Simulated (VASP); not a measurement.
These are rev-vdW-DF2, VASP's PBE PAW potentials (set 64) (plane waves; VASP) values and carry that method's errors.

The input files of a VASP run:

**KPOINTS**
```
Regular mesh
0
G
  11 11 11
```

**POSCAR**
```
CoGa
1
    2.8800000000     0.0000000000     0.0000000000
    0.0000000000     2.8800000000     0.0000000000
    0.0000000000     0.0000000000     2.8800000000
Ga Co
1 1
Direct
  0.5000000000   0.5000000000   0.5000000000
  0.0000000000   0.0000000000   0.0000000000
```

INCAR:
```
SYSTEM  =  CoGa
PREC  =  Accurate; ENCUT  =  520; LREAL  =  .FALSE.
LASPH  =  .TRUE.
EDIFF  =  1E-6; NELM  =  100; ALGO  =  Normal
LMAXMIX  =  4
ISMEAR  =  1; SIGMA  =  0.1
GGA  =  MK; LUSE_VDW  =  .TRUE.; AGGAC  =  0.0
PARAM1  =  0.1234568; PARAM2  =  0.7114; ZAB_VDW  =  -1.8867
IBRION  =  2; NSW  =  60; ISIF  =  3
EDIFFG  =  -0.01
LWAVE  =  .FALSE.; LCHARG  =  .FALSE.
```

POTCAR, in this order: Ga_d Co (PBE.64 set). Program: vasp_std.

Energy and stress use the plane-wave basis of the starting cell.

Problem. Estimate the energy per atom (σ→0), volume per atom, band gap (on the k-mesh).

Solution. 
```
Item                                                         Value
------------------------  ----------------------------------------
energy per atom (σ→0)                               -2.687 eV/atom
band gap (on the k-mesh)  none (metal, semimetal or under 0.01 eV)
volume per atom                                     11.69 Å^3/atom
```

OSZICAR:
```
...
DAV:   2    -0.548475167499E+01    0.42207E-02   -0.12283E+00  1716   0.164E+01    0.232E+00
DAV:   3    -0.538529224297E+01    0.99459E-01   -0.54838E-01  1772   0.109E+01    0.760E-01
DAV:   4    -0.537493647053E+01    0.10356E-01   -0.21756E-02  2230   0.233E+00    0.149E-01
DAV:   5    -0.537392775331E+01    0.10087E-02   -0.13702E-03  2313   0.667E-01    0.299E-02
DAV:   6    -0.537389997930E+01    0.27774E-04   -0.55630E-05  2220   0.119E-01    0.866E-03
DAV:   7    -0.537390134456E+01   -0.13653E-05   -0.21951E-06  1795   0.185E-02    0.168E-03
DAV:   8    -0.537390154716E+01   -0.20261E-06   -0.21243E-07   945   0.508E-03
   3 F= -.53739015E+01 E0= -.53742155E+01  d E =-.629344E-02
```

The compound is CoGa in the CsCl type structure. This run relaxes it. Symmetry was kept, so distortions that lower it aren't found. The run is not spin-polarised, so no magnetic state was tried.
